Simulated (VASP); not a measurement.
Input:

```
CELL_PARAMETERS angstrom
      6.28623     0.00000     0.00000
      0.00000     6.28623     0.00000
      0.00000     0.00000     6.28623
ATOMIC_POSITIONS crystal
  Cs 0.52083 0.49280 0.49961
  Sn 0.98869 0.00152 0.00857
  I  0.48695 0.99431 0.01256
  I  0.98970 0.50523 0.98126
  I  0.01383 0.00614 0.49799
```

Computed with HSE06 screened hybrid, VASP's PBE PAW potentials (set 64) (plane waves; VASP). Numerical set-up: 300 eV cut-off, 3×3×3 Γ-centred mesh, Gaussian smearing of 0.050 eV, potentials Cs_sv Sn_d I.

**Question.** Estimate the energy per atom (σ→0), largest force.

**Answer.** 
```yaml
energy per atom (σ→0): -3.374 eV/atom
largest_force: 0.105 eV/Å
```

Total energies compare only between runs with the same potentials, cut-off and functional.

The structure comes from a computed database's CsSnI3 entry; how it stands against other phases isn't given here. The cell was not relaxed at this level.
